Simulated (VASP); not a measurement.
Level of theory: PBEsol GGA, VASP's PBE PAW potentials (set 64) (plane waves; VASP).

VASP ran on this input.

KPOINTS:
```
K-points
0
Gamma
  18 18 18
0 0 0
```

### INCAR
```
SYSTEM = Co
PREC = Accurate
ENCUT = 400
EDIFF = 1E-7
NELM = 100
ALGO = Normal
LREAL = .FALSE.
LASPH = .TRUE.
ISMEAR = -5
GGA = PS
LMAXMIX = 4
ISPIN = 2
MAGMOM = 1.7
LORBIT = 11
LWAVE = .FALSE.
LCHARG = .TRUE.
NEDOS = 601
ISIF = 2
```

File POSCAR:
```
Co
1
    2.2849872299     0.0000000000     0.0000000000
    0.0000000000     2.2849872299     0.0000000000
   -0.0000000000    -0.0000000000     2.2849872299
Co
1
Direct
  0.0000000000   0.0000000000   0.0000000000
```

POTCAR, in this order: Co (PBE.64 set). Program: vasp_std.

What VASP printed:

### OSZICAR
```
       N       E                     dE             d eps       ncg     rms          rms(c)
DAV:   1     0.167865604115E+02    0.16787E+02   -0.35455E+03  8112   0.941E+02
DAV:   2    -0.741142412236E+01   -0.24198E+02   -0.23424E+02  8020   0.137E+02
DAV:   3    -0.778218556874E+01   -0.37076E+00   -0.36924E+00  9102   0.224E+01
DAV:   4    -0.778775299798E+01   -0.55674E-02   -0.55610E-02  9249   0.238E+00
DAV:   5    -0.778792857080E+01   -0.17557E-03   -0.17529E-03  9287   0.351E-01    0.971E+00
DAV:   6    -0.709909899703E+01    0.68883E+00   -0.13658E+01  8389   0.588E+01    0.492E+00
DAV:   7    -0.690424740630E+01    0.19485E+00   -0.17163E+00  8406   0.202E+01    0.255E+00
DAV:   8    -0.689608979669E+01    0.81576E-02   -0.77381E-03  9929   0.866E-01    0.131E+00
DAV:   9    -0.688962021943E+01    0.64696E-02   -0.72440E-03 10836   0.827E-01    0.306E-01
DAV:  10    -0.688935024788E+01    0.26997E-03   -0.51665E-04 11334   0.159E-01    0.851E-02
DAV:  11    -0.688946269598E+01   -0.11245E-03   -0.19143E-04  8767   0.198E-01    0.300E-02
DAV:  12    -0.688946319960E+01   -0.50362E-06   -0.42482E-06  8474   0.347E-02    0.132E-02
DAV:  13    -0.688946062958E+01    0.25700E-05   -0.10694E-06  8757   0.112E-02    0.673E-03
DAV:  14    -0.688945965553E+01    0.97404E-06   -0.87985E-08  4529   0.377E-03    0.171E-03
DAV:  15    -0.688946010673E+01   -0.45120E-06   -0.34636E-08  4089   0.236E-03    0.509E-04
DAV:  16    -0.688945996094E+01    0.14579E-06   -0.33764E-09  4061   0.735E-04    0.187E-04
DAV:  17    -0.688946000559E+01   -0.44654E-07   -0.60802E-10  4063   0.349E-04
   1 F= -.68894600E+01 E0= -.68894600E+01  d E =0.000000E+00  mag=     1.7120
```

### OUTCAR
```
------------------------ aborting loop because EDIFF is reached ----------------------------------------
  FORCE on cell =-STRESS in cart. coord.  units (eV):
  Direction    XX          YY          ZZ          XY          YZ          ZX
  --------------------------------------------------------------------------------------
  Total        0.0255893      0.0255893      0.0255893      0.0000000      0.0000000     -0.0000000
  in kB        3.4365147      3.4365147      3.4365147      0.0000000      0.0000000     -0.0000000
  external PRESSURE =       3.4365147 kB  Pullay stress =       0.0000000 kB
  volume of cell :       11.93
      direct lattice vectors                 reciprocal lattice vectors
     2.284987230  0.000000000  0.000000000     0.437639207  0.000000000  0.000000000
     0.000000000  2.284987230  0.000000000     0.000000000  0.437639207  0.000000000
     0.000000000  0.000000000  2.284987230     0.000000000  0.000000000  0.437639207
 POSITION                                       TOTAL-FORCE (eV/Angst)
 -----------------------------------------------------------------------------------
      0.00000      0.00000      0.00000         0.000000      0.000000      0.000000
 -----------------------------------------------------------------------------------
    total drift:                                0.000000     -0.000000      0.000000
  FREE ENERGIE OF THE ION-ELECTRON SYSTEM (eV)
  ---------------------------------------------------
  free  energy   TOTEN  =        -6.8894600056 eV

  energy  without entropy=       -6.8894600056  energy(sigma->0) =       -6.88946001

 total charge

# of ion       s       p       d       tot
------------------------------------------
    1        0.518   0.451   7.313   8.281

 magnetization (x)

# of ion       s       p       d       tot
------------------------------------------
    1        0.005  -0.003   1.707   1.710
```
(Selected blocks of OUTCAR.)

For a metal the tetrahedron method with Blöchl corrections gives inexact stress and forces.

The structure was generated: Co was put into the simple-cubic type (Pm-3m), which need not be its known phase. It was relaxed first.
